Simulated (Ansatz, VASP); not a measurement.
## HfC: VASP beside Ansatz

Wanted: the spread between two codes on one cell, functional and k mesh. The cell is taken from a series of runs on this material, whose earlier steps may have relaxed, scaled, displaced or heated it; both programs get it as it stands.

Method: plane waves, with VASP 6.6.1 beside it; zone-centre phonons at PBEsol, in Ansatz 0.2.0.

## Step 1: The starting structure

The structure is tetragonal, space group I4/mmm (No. 139). The conventional cell has a = 3.238 Å, b = 3.238 Å, c = 4.791 Å, α = 90.00°, β = 90.00°, γ = 90.00°. C has 6 Hf at 2.29 to 2.40 Å nearest. Nearest to Hf lie 6 C at 2.29 to 2.40 Å. Farther neighbours are not listed.

## Step 2: Ansatz: zone-centre phonons, PBEsol

Ansatz runs on its PAW soft_1 files.

Second derivatives magnify differences that forces hide, and they need a tight electronic threshold.

Contents of input.yaml:

```yaml
crystal:
  lattice:
    - [0.0, 2.2896803559, 2.3957232733]
    - [2.2896803559, 0.0, 2.3957232733]
    - [2.2896803559, 2.2896803559, 0.0]
  atoms:
    - { symbol: C, position: [0.0, 0.0, 0.0] }
    - { symbol: Hf, position: [0.5, 0.5, 0.5] }
kpoints:
  mp_grid: { grid: [16, 16, 16] }
hamiltonian:
  xc: pbesol
  pseudopotentials: { kind: paw, azcp: { folder: soft_1 }, xc_functional: pbe }
scf:
  occupations: { method: methfessel_paxton, width: 0.2 }
output:
  eigenvalues: true
phonons:
  method: dfpt
```

Command:

```bash
$ ansatz run input.yaml --threads 4 --pin off --max-ram 10240MiB --backend cpu --events-out ev --progress --plain --runs-dir out
```

Numbers of over 12 decimals in the logs are rounded to 6 here.

What it wrote:

```text
zone centre: on kpoints.mp_grid the ground state, and the responses unless they are solved on pairs of k-points, stand on 621 of the mesh's 4096 k-points, reduced under 8 symmetry operations, with k and −k counted as one. Each operation leaves every solved displacement unchanged or reverses it
Engine: ansatz 0.2.0, aarch64-unknown-linux-gnu
Pseudopotentials: kind: paw
Pseudopotential: C, paw, valence charge 4, recommended cutoff 420 eV (normal), soft_1/C.paw.azcp
Pseudopotential: Hf, paw, valence charge 26, recommended cutoff 420 eV (normal), soft_1/Hf.paw.azcp
Functional definition: PBEsol
  exchange = pbesol_x
  correlation = pbesol_c
Crystal: 2 atoms, lattice volume = 25.120 Å³
Basis set: ecut = 420 eV, 517 PW (Γ), exchange–correlation on 48×48×48 points (8 copies of the dense FFT grid, shifted against one another)
Bands: 19, of which v1, the nominal top of the filled ones, is band 15 counted from 1 (14 counted from 0)
Symmetry: 16 space group operations
k-points: 621 of 4096 (irreducible under 8 space group operations)
Non-local potential: C, projectors of the file, l = 0: 2, l = 1: 2, l = 2: 1
Non-local potential: Hf, projectors of the file, l = 0: 3, l = 1: 2, l = 2: 2, l = 3: 3
PAW form: soft (Blöchl's): semilocal exchange-correlation on the pseudo side does not see the compensation charge
PAW frozen core: C, regenerated for the run's functional, and the local potential with it (the file was generated under x = pbe(κ = 0.804, μ = 0.219515), c = pbe(β = 0.066725))
PAW frozen core: Hf, regenerated for the run's functional, and the local potential with it (the file was generated under x = pbe(κ = 0.804, μ = 0.219515), c = pbe(β = 0.066725))
PAW one-centre angular grid: C, 110 points (default); XC on 64 Gauss nodes
PAW one-centre angular grid: Hf, 590 points (default); XC on 64 Gauss nodes
Initial density: superposition of atomic densities (chi_scale 0.1, normalization cell, long waves kept (reshape's long-wave potential 0.00 eV rms))
Initial wavefunctions: pseudopotential atomic-orbital guess
Functional: x = pbesol(κ = 0.804, μ = 0.123457), c = pbesol(β = 0.046)
SCF iter   1: F=—  HF=-15848.007197 eV  |F-HF|=—  |Δ(HF+E_count)|=         —  Δρ=8.52e-2  dr2=2.50e0  ethr=3.10e-3  ⟨swp⟩=4.8  Hψ=50361  notcnv=0
preconditioner: auto → Kerker (q_TF=auto, 2.810 Å⁻¹)  [metal: Δε(μ)=0.099 eV  Ē_g=17.580 eV  σ=0.200 eV  W_gap=0.40  n_scr=14 (ndim 8)  ℏωp=39.2 eV  f_vac=0.000  D(μ)=0.18/eV (n_scr^D=0)]
SCF iter   2: F=—  HF=-15847.493902 eV  |F-HF|=—  |Δ(HF+E_count)|=   5.13e-1  S|Δr|=    0.00e0  Δρ=3.32e-2  dr2=2.76e-1  ethr=3.10e-3  ⟨swp⟩=2.4  Hψ=21745  notcnv=0
SCF iter   3: F=—  HF=-15847.438087 eV  |F-HF|=—  |Δ(HF+E_count)|=   5.58e-2  S|Δr|=    0.00e0  Δρ=1.44e-2  dr2=3.39e-2  ethr=9.20e-4  ⟨swp⟩=2.0  Hψ=20823  notcnv=0
SCF iter   4: F=—  HF=-15847.429273 eV  |F-HF|=—  |Δ(HF+E_count)|=   8.81e-3  S|Δr|=    0.00e0  Δρ=8.19e-3  dr2=8.50e-3  ethr=1.13e-4  ⟨swp⟩=2.0  Hψ=20981  notcnv=0
SCF iter   5: F=—  HF=-15847.428978 eV  |F-HF|=—  |Δ(HF+E_count)|=   2.95e-4  S|Δr|=    0.00e0  Δρ=1.54e-3  dr2=3.28e-4  ethr=2.83e-5  ⟨swp⟩=2.3  Hψ=20389  notcnv=0
SCF iter   6: F=—  HF=-15847.428927 eV  |F-HF|=—  |Δ(HF+E_count)|=   5.02e-5  S|Δr|=    0.00e0  Δρ=2.61e-4  dr2=1.67e-5  ethr=1.09e-6  ⟨swp⟩=3.0  Hψ=21383  notcnv=0
SCF iter   7: F=—  HF=-15847.428928 eV  |F-HF|=—  |Δ(HF+E_count)|=   1.50e-7  S|Δr|=    0.00e0  Δρ=6.99e-5  dr2=9.93e-7  ethr=5.56e-8  ⟨swp⟩=2.2  Hψ=21360  notcnv=0
SCF iter   8: F=—  HF=-15847.428928 eV  |F-HF|=—  |Δ(HF+E_count)|=   6.18e-7  S|Δr|=    0.00e0  Δρ=1.36e-5  dr2=2.70e-8  ethr=3.31e-9  ⟨swp⟩=2.9  Hψ=23884  notcnv=0
SCF iter   9: F=—  HF=-15847.428928 eV  |F-HF|=—  |Δ(HF+E_count)|=   1.32e-8  S|Δr|=    0.00e0  Δρ=2.54e-6  dr2=1.17e-9  ethr=9.01e-11  ⟨swp⟩=2.6  Hψ=21688  notcnv=0
SCF iter  10: F=—  HF=-15847.428928 eV  |F-HF|=—  |Δ(HF+E_count)|=   1.58e-9  S|Δr|=    0.00e0  Δρ=3.25e-7  dr2=1.95e-11  ethr=3.91e-12  ⟨swp⟩=2.9  Hψ=23609  notcnv=0
SCF iter  11: F=-15847.428928 eV  HF=-15847.428928 eV  |F-HF|=3.64e-12  |Δ(HF+E_count)|=  9.09e-12  S|Δr|=    0.00e0  Δρ=5.19e-8  dr2=3.74e-13  ethr=1.00e-12  ⟨swp⟩=7.3  Hψ=66724  notcnv=0
SCF 1 converged in 11 iterations: F = -15847.428928 eV  dr2 = 3.74e-13
  greatest PAW one-centre occupation: 0.998 electrons in one spin orbital (limit 2), on the Hf atom at site 1 (counted from 0), in its partial waves of l = 0
DFPT response loops at Γ: preconditioner auto → Kerker (q_TF=auto, 2.810 Å⁻¹) (partly filled bands, converged f_vac=0.000); β = 1.00, the filter's whole step (`scf.mixing.beta` (0.50) is not read by the response loops under this deck's `scf.mixing.preconditioner`; to damp them name `kerker` or `kerker_dos`, under which they read `scf.mixing.beta`, and type it under 1.00, their step now; both keys bind the ground state too); Broyden in place of MSR1
SCF converged after 11 iterations
Stability not checked: this state was not tested for a lower state beside it, because cold or Methfessel-Paxton smearing, or corrected tetrahedra, fill the levels in a way that the test cannot read (fill_not_monotonic; see scf.lower_state_search)
Free energy (F): -15847.428928 eV
Harris-Foulkes:  -15847.428928 eV  (|F-HF|=3.64e-12)
Internal energy: -15847.429161 eV  (E = F + TS)
E sigma→0 (E₀):  -15847.428986 eV
Entropy (-TS):   0.000233 eV (0.116 meV/atom)
Fermi energy:    18.444508 eV
--- Per-component energies (eV) ---
  E_band       = 62.186469
  E_kinetic    = 493.028006
  E_local      = -6232.221927  (includes V_loc(G=0)·N_el)
  E_nonlocal   = 91.138636
  E_hartree    = 3047.565609
  E_xc         = -311.789799
  E_vxc        = -313.156811  (∫ρ·V_xc dr)
  E_paw        = -7673.252709  (= ΣΔE_a)
  E_vpaw       = -71.732729  (= ΣTr[D̂ρ^β])
  E_aug_tail   = 0.000112  (compensation charges beyond the density's cutoff)
  E_ewald      = -5263.169244
  E_core_change = 1.272157  (= ΣΔE_core)
  E_smearing   = 0.000233  (= −TS)
  E_closure    = -0.000000  (closes the sum)
  Σ components = -15847.428928   (vs F -15847.428928, Δ=0.00e0)
--- Band table (eV; the first three rows and the last of 621) ---
  k-point 0: bands = [... 11 lower, 7.4948, 19.3624, 19.4395, 19.5883, 19.5883, 19.9270, 19.9270, 21.3094]
  k-point 1: bands = [... 11 lower, 7.4946, 18.6762, 18.8406, 19.0766, 19.8831, 20.1216, 20.3496, 21.8305]
  k-point 2: bands = [... 11 lower, 7.4946, 17.6250, 18.0345, 18.2538, 20.2391, 20.4327, 20.7469, 22.8931]
  k-point 620: bands = [... 11 lower, 7.9698, 15.5074, 16.6480, 18.5648, 18.5648, 23.7013, 25.1037, 25.1037]
--- Phonons (Γ-DFPT): 4 representative perturbations + reference, on 621 of 4096 k-points (Σ response iterations 12) ---
  k mesh reduced under 8 symmetry operations, with k and −k counted as one. Each operation leaves every solved displacement unchanged or reverses it
  ASR residual: 2.799e-5 → 0.000e0 eV/Å²; symmetrization residual: 9.643e-7 eV/Å²
  ASR residual per site (eV/Å²): 1.06e-5 2.80e-5
  Γ frequencies (cm⁻¹): 0.00 0.00 0.00 346.49 467.45 467.45
  non-analytic LO–TO correction: not included (Born effective charges unavailable; polar crystals: no LO–TO splitting at Γ)
```

In the SCF lines HF is the Harris–Foulkes energy and dr2 the Hartree energy of the density residual, in eV; the loop may stop once dr2 is under the threshold and the program's other checks hold. Hψ counts applications of the Hamiltonian.

[end of part 1 of 2]

[Lines on the potential files, build, host, timing and source positions are cut from VASP's logs without a mark.]

[Logs are printed without paths, hosts, clocks, repeated set-up lines and the standing remarks that a program may print on its own settings, such as how far it seeks lower states.]

[Hosts, paths, dates, database ids (printed as entryN), source tags and the programs' standing remarks are cut or masked in the printed files.]
